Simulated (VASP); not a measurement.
All values below come from optB86b-vdW, VASP's PBE PAW potentials (set 64) (plane waves; VASP 6.6.1).

VASP input:

File POSCAR:
```
CaF2
1
    0.0000000000     2.7571685096     2.7571685096
    2.7571685096     0.0000000000     2.7571685096
    2.7571685096     2.7571685096     0.0000000000
Ca F
1 2
Direct
  1.0000000000   0.0000000000   0.0000000000
  0.2500000000   0.2500000000   0.2500000000
  0.7500000000   0.7500000000   0.7500000000
```

File KPOINTS:
```
kpoints
0
Gamma
  7 7 7
```

INCAR:
```
PARAM2  =  1.0
AGGAC  =  0.0
LREAL  =  .FALSE.   # projection in real space or not
ENCUT  =  520   # plane-wave cut-off (eV)
PARAM1  =  0.1234
NELM  =  100
LUSE_VDW  =  .TRUE.
SIGMA  =  0.05   # width (eV)
PREC  =  Accurate
LASPH  =  .TRUE.
SYSTEM  =  CaF2
ISIF  =  2
GGA  =  MK
LWAVE  =  .FALSE.
EDIFF  =  1E-7
ALGO  =  Normal
ISMEAR  =  0
LCHARG  =  .FALSE.
```

POTCAR, in this order: Ca_sv F (PBE.64 set). Program: vasp_std.

Q: What will the output report for the number of irreducible k-points (NKPTS), largest plane-wave count, number of space-group operations, FFT grid (NGX, NGY, NGZ)?

A: 
```yaml
number of irreducible k-points (NKPTS): 20
largest_plane_wave_count: 1143
number_of_space_group_operations: 48
FFT grid (NGX, NGY, NGZ): 30 × 30 × 30
```

The compound is CaF2 in the fluorite structure. This cell is one point of a volume scan, at 1.03 of the reference volume.
